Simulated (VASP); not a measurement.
Method: SCAN meta-GGA, VASP's PBE PAW potentials (set 64) (plane waves; VASP).

VASP ran on this input.

KPOINTS_OPT:
```
k-points along high-symmetry lines
6
Line-mode
Reciprocal
  0.000000   0.000000   0.000000 ! GAMMA
 -0.000000   0.500000   0.000000 ! M

 -0.000000   0.500000   0.000000 ! M
 -0.333333   0.666667   0.000000 ! K

 -0.333333   0.666667   0.000000 ! K
  0.000000   0.000000   0.000000 ! GAMMA

  0.000000   0.000000   0.000000 ! GAMMA
  0.000000   0.000000   0.500000 ! A

  0.000000   0.000000   0.500000 ! A
 -0.000000   0.500000   0.500000 ! L

 -0.000000   0.500000   0.500000 ! L
 -0.333333   0.666667   0.500000 ! H

 -0.333333   0.666667   0.500000 ! H
  0.000000   0.000000   0.500000 ! A

 -0.000000   0.500000   0.500000 ! L
 -0.000000   0.500000   0.000000 ! M

 -0.333333   0.666667   0.500000 ! H
 -0.333333   0.666667   0.000000 ! K
```

**INCAR**
```
! general
SYSTEM =ZrB2
PREC   =Accurate
ENCUT  =520   ! plane-wave cut-off (eV)
LREAL  =F   ! projection in real space or not
LASPH  =T   ! aspherical one-centre terms

! electronic loop
EDIFF  =1E-7   ! SCF stop (eV)
NELM   =100   ! most electronic steps
ALGO   =Normal
LMAXMIX=4   ! l cut-off of mixed one-centre charges
LMIXTAU=T

! smearing
ISMEAR =-5

! functional
METAGGA=SCAN

! ions
ISIF   =2   ! forces and stress, cell fixed

! output
LWAVE  =F
LCHARG =F
LORBIT =11   ! lm-projected
NEDOS  =601

! other
LEFG   =T
```

File KPOINTS:
```
Automatic mesh
0
Gamma
12 12 10
0 0 0
```

POSCAR:
```
ZrB2
3.1592380
  0.4999999011  -0.8660253797   0.0000000000
  0.4999999011   0.8660253797   0.0000000000
  0.0000000000   0.0000000000   1.1248011910
Zr B
1 2
direct
  0.0000000000   0.0000000000   1.0000000000
  0.3333330000   0.6666670000   0.5000000000
  0.6666670000   0.3333330000   0.5000000000
```

POTCAR, in this order: Zr_sv B (PBE.64 set). Program: vasp_std.

For a metal the tetrahedron method with Blöchl corrections gives inexact stress and forces.

### Question
Predict the energy per atom (σ→0), band gap (over mesh and band path).

### Answer

```
Quantity                                                               Value
----------------------------------  ----------------------------------------
energy per atom (σ→0)                                        -16.253 eV/atom
band gap (over mesh and band path)  none (metal, semimetal or under 0.01 eV)
```

OSZICAR:
```
...
DAV:  24    -0.487598982741E+02    0.14433E-05   -0.13251E-06  3014   0.172E-02    0.905E-04
DAV:  25    -0.487598976945E+02    0.57965E-06   -0.13985E-07  2548   0.494E-03    0.891E-04
DAV:  26    -0.487598979324E+02   -0.23793E-06   -0.30997E-08  1597   0.218E-03    0.684E-04
DAV:  27    -0.487598972168E+02    0.71556E-06   -0.33133E-08  1572   0.228E-03    0.132E-04
DAV:  28    -0.487598969688E+02    0.24804E-06   -0.71003E-09  1572   0.101E-03    0.109E-04
DAV:  29    -0.487598969906E+02   -0.21755E-07   -0.20554E-09  1557   0.452E-04
   1 F= -.48759897E+02 E0= -.48759897E+02  d E =0.000000E+00
       N       E                     dE             ncg
```

The compound is ZrB2 in the AlB2 type structure. It was relaxed first.
